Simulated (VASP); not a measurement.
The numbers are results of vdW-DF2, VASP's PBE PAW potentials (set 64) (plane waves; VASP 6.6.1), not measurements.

The input files of a VASP run:

### KPOINTS
```
K-points
0
gamma
 7 7 7
0 0 0
```

File POSCAR:
```
HfO2
1
    0.0000000000     2.5249782334     2.5249782334
    2.5249782334     0.0000000000     2.5249782334
    2.5249782334     2.5249782334     0.0000000000
Hf O
1 2
Direct
  0.0000000000   0.0000000000   0.0000000000
  0.2500000000   0.2500000000   0.2500000000
  0.7500000000   0.7500000000   0.7500000000
```

INCAR:
```
SYSTEM  =  HfO2
LCHARG  =  .FALSE.
PREC  =  Accurate
ENCUT  =  520
ZAB_VDW  =  -1.8867
LMAXMIX  =  6
NELM  =  100   ! most electronic steps
GGA  =  ML
LREAL  =  .FALSE.   ! projection in real space or not
LWAVE  =  .FALSE.
LASPH  =  .TRUE.
ISMEAR  =  0
SIGMA  =  0.05   ! width (eV)
ALGO  =  Normal   ! blocked Davidson
EDIFF  =  1E-7   ! SCF stop (eV)
AGGAC  =  0.0
ISIF  =  2   ! forces and stress, cell fixed
LUSE_VDW  =  .TRUE.
```

POTCAR, in this order: Hf_pv O (PBE.64 set). Program: vasp_std.

The run wrote:

**OSZICAR**
```
       N       E                     dE             d eps       ncg     rms          rms(c)
DAV:   1     0.104122420893E+03    0.10412E+03   -0.13141E+04   600   0.146E+03
DAV:   2    -0.282613625620E+02   -0.13238E+03   -0.12890E+03   782   0.318E+02
DAV:   3    -0.316705833961E+02   -0.34092E+01   -0.34073E+01   747   0.523E+01
DAV:   4    -0.316886273704E+02   -0.18044E-01   -0.18042E-01   768   0.414E+00
DAV:   5    -0.316887966805E+02   -0.16931E-03   -0.16930E-03   733   0.354E-01    0.463E+01
DAV:   6    -0.241427729797E+02    0.75460E+01   -0.41028E+01   670   0.461E+01    0.436E+01
DAV:   7    -0.240582443958E+02    0.84529E-01   -0.10082E+00   698   0.933E+00    0.307E+01
DAV:   8    -0.240145396734E+02    0.43705E-01   -0.29817E-01   677   0.581E+00    0.803E+00
DAV:   9    -0.240001695631E+02    0.14370E-01   -0.54480E-02   768   0.211E+00    0.142E+00
DAV:  10    -0.240000278269E+02    0.14174E-03   -0.28123E-03   783   0.450E-01    0.890E-02
DAV:  11    -0.240000356304E+02   -0.78035E-05   -0.15399E-04   684   0.112E-01    0.114E-01
DAV:  12    -0.240000368443E+02   -0.12140E-05   -0.10949E-05   782   0.316E-02    0.260E-02
DAV:  13    -0.240000372439E+02   -0.39956E-06   -0.10622E-06   684   0.930E-03    0.242E-03
DAV:  14    -0.240000372268E+02    0.17081E-07   -0.21987E-08   531   0.133E-03
   1 F= -.24000037E+02 E0= -.24000037E+02  d E =-.158496E-19
```

File OUTCAR:
```
------------------------ aborting loop because EDIFF is reached ----------------------------------------
  FORCE on cell =-STRESS in cart. coord.  units (eV):
  Direction    XX          YY          ZZ          XY          YZ          ZX
  --------------------------------------------------------------------------------------
  Total        3.3220952      3.3220952      3.3220952      0.0000000      0.0000000      0.0000000
  in kB      165.3178467    165.3178467    165.3178467      0.0000000      0.0000000      0.0000000
  external PRESSURE =     165.3178467 kB  Pullay stress =       0.0000000 kB
  volume of cell :       32.20
      direct lattice vectors                 reciprocal lattice vectors
     0.000000000  2.524978233  2.524978233    -0.198021509  0.198021509  0.198021509
     2.524978233  0.000000000  2.524978233     0.198021509 -0.198021509  0.198021509
     2.524978233  2.524978233  0.000000000     0.198021509  0.198021509 -0.198021509
 POSITION                                       TOTAL-FORCE (eV/Angst)
 -----------------------------------------------------------------------------------
      0.00000      0.00000      0.00000         0.000000     -0.000000     -0.000000
      1.26249      1.26249      1.26249         0.000000      0.000000      0.000000
      3.78747      3.78747      3.78747        -0.000000     -0.000000     -0.000000
 -----------------------------------------------------------------------------------
    total drift:                                0.000000      0.000000      0.000000
  FREE ENERGIE OF THE ION-ELECTRON SYSTEM (eV)
  ---------------------------------------------------
  free  energy   TOTEN  =       -24.0000372268 eV

  energy  without entropy=      -24.0000372268  energy(sigma->0) =      -24.00003723
```
(Selected blocks of OUTCAR.)

The compound is HfO2 in the fluorite structure, the high-temperature cubic form, which is unstable at 0 K; the monoclinic form is the stable one. This cell is one point of a volume scan, at 0.94 of the reference volume.
